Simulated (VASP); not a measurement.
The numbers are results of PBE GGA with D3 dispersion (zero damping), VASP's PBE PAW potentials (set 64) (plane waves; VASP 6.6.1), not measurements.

Input for VASP

### POSCAR
```
SnTe
6.3545780
  0.0000000000   0.4999999828   0.4999999828
  0.4999999828   0.0000000000   0.4999999828
  0.4999999828   0.4999999828   0.0000000000
Sn Te
1 1
Cart
  0.0000000000   0.0000000000   0.0000000000
  0.4999999828   0.4999999828   0.4999999828
```

**INCAR**
```
ENCUT=520
EDIFF=1E-7
LASPH=.TRUE.   # aspherical one-centre terms
IVDW=11   # D3, zero damping
LMAXMIX=4   # l cut-off of mixed one-centre charges
PREC=Accurate
LCHARG=.FALSE.
NELM=100
LREAL=.FALSE.   # projection in real space or not
ISMEAR=0
LWAVE=.FALSE.
SYSTEM=SnTe
GGA=PE
ALGO=Normal
ICHARG=11
LORBIT=11
SIGMA=0.05
```

KPOINTS:
```
k-points along high-symmetry lines
15
Line-mode
Reciprocal
  0.000000   0.000000   0.000000 ! GAMMA
  0.500000   0.000000   0.500000 ! X

  0.500000   0.000000   0.500000 ! X
  0.625000   0.250000   0.625000 ! U

  0.375000   0.375000   0.750000 ! K
  0.000000   0.000000   0.000000 ! GAMMA

  0.000000   0.000000   0.000000 ! GAMMA
  0.500000   0.500000   0.500000 ! L

  0.500000   0.500000   0.500000 ! L
  0.500000   0.250000   0.750000 ! W

  0.500000   0.250000   0.750000 ! W
  0.500000   0.000000   0.500000 ! X
```

POTCAR, in this order: Sn_d Te (PBE.64 set). Program: vasp_std. Read from the step before: CHGCAR.

Output

### OSZICAR
```
       N       E                     dE             d eps       ncg     rms          rms(c)
DAV:   1     0.123346942234E+03    0.12335E+03   -0.98407E+03  2544   0.163E+03
DAV:   2     0.279920835339E+01   -0.12055E+03   -0.11865E+03  2628   0.365E+02
DAV:   3    -0.754208793564E+01   -0.10341E+02   -0.10163E+02  3318   0.982E+01
DAV:   4    -0.781214304902E+01   -0.27006E+00   -0.26994E+00  2990   0.173E+01
DAV:   5    -0.782317386614E+01   -0.11031E-01   -0.11031E-01  3698   0.327E+00
DAV:   6    -0.782348756847E+01   -0.31370E-03   -0.31370E-03  3248   0.429E-01
DAV:   7    -0.782349193045E+01   -0.43620E-05   -0.43617E-05  3748   0.549E-02
DAV:   8    -0.782349198727E+01   -0.56821E-07   -0.57515E-07  3136   0.609E-03
   1 F= -.83086889E+01 E0= -.83080654E+01  d E =-.124691E-02
```

### OUTCAR
```
 val. band max:        6.6735854127   @ k =   0.5000   0.5000   0.5000

 cond. band min:       6.6957961321   @ k =   0.5000   0.5000   0.5000



 k-point     1 :       0.0000    0.0000    0.0000
  band No.  band energies     occupation
      1     -15.2530      2.00000
      2     -15.2530      2.00000
      3     -15.2485      2.00000
      4     -15.2485      2.00000
      5     -15.2485      2.00000
      6      -5.9744      2.00000
      7       1.8696      2.00000
      8       4.5695      2.00000
      9       4.5695      2.00000
     10       4.5695      2.00000
     11       9.9417      0.00000
     12       9.9417      0.00000
     13       9.9417      0.00000
     14      11.4419      0.00000

 k-point     2 :       0.0357    0.0000    0.0357
  band No.  band energies     occupation
      1     -15.2531      2.00000
      2     -15.2529      2.00000
      3     -15.2485      2.00000
      4     -15.2484      2.00000
      5     -15.2484      2.00000
      6      -5.9605      2.00000
      7       1.7874      2.00000
      8       4.5431      2.00000
      9       4.5431      2.00000
     10       4.6874      2.00000
     11       9.6890      0.00000
     12       9.9429      0.00000
     13       9.9429      0.00000
     14      11.3478      0.00000

 k-point     3 :       0.0714    0.0000    0.0714
  band No.  band energies     occupation
      1     -15.2536      2.00000
      2     -15.2528      2.00000
      3     -15.2487      2.00000
      4     -15.2480      2.00000
      5     -15.2480      2.00000
      6      -5.9189      2.00000
      7       1.5778      2.00000
      8       4.4671      2.00000
      9       4.4671      2.00000
     10       4.9986      2.00000
     11       9.0936      0.00000
     12       9.9536      0.00000
     13       9.9536      0.00000
     14      11.1167      0.00000

 k-point     4 :       0.1071    0.0000    0.1071
  band No.  band energies     occupation
      1     -15.2544      2.00000
...
```

The density is held fixed in this step, so its total energy and stress have no physical meaning. Unless said otherwise, spin-orbit coupling is left out, though it shifts the bands of the heavy elements here.

The compound is SnTe in the rock salt structure, which distorts at low temperature. It was relaxed first.
